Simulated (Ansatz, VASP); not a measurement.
GaF in VASP and in Ansatz

```
Ga F
1.0
     0.00000    2.57696    2.57696
     2.57696    0.00000    2.57696
     2.57696    2.57696    0.00000
Ga F
1 1
Direct
  0.25000 0.25000 0.25000
  0.00000 0.00000 0.00000
```

The cell was built by a generator and needn't be a form met in nature.

Alike in both runs: task relaxation of cell and atoms; functional PBE; k mesh 9 × 9 × 9; occupations fermi-dirac, width 0.05 eV; no spin polarisation.

|  | VASP | Ansatz |
| --- | --- | --- |
| version | VASP 6.6.1 | Ansatz 0.2.0 |
| potentials or method | VASP PAW PBE potentials, release 64 (Ga_d_GW, F_GW) | Ansatz PAW |
| plane-wave cutoff (eV) | 630 | 420 |
| valence electrons in the cell | 20 | 20 |

Ansatz gave:

| Quantity | Value |
| --- | --- |
| gap on the k mesh at the Fermi level, each at its own relaxed structure (eV) | 2.42 |
| relaxed volume (Å³/atom) | 23.05 |
| relaxed cell length with the largest relative difference (Å) | 4.024 |
| energy change over the relaxation (meV/atom) | -208 |

Estimate VASP's values.

gap on the k mesh at the Fermi level, each at its own relaxed structure (eV): 2.23; relaxed volume (Å³/atom): 21.95; relaxed cell length with the largest relative difference (Å): 3.960; energy change over the relaxation (meV/atom): -180.

Caveats: the volume moved by over 15 % at a fixed basis, so the end points are rough; an odd mesh through Γ misses points on the zone boundary, where band edges often lie (VASP); odd divisions of the mesh miss points on the zone boundary, where band edges often lie, so the gap on the mesh can be too wide (Ansatz); the plane-wave basis is chosen anew once the cell has moved, so the energies of steps on either side of that aren't comparable (Ansatz). Expect the measured gap to be larger: semilocal functionals such as PBE lack the derivative discontinuity.
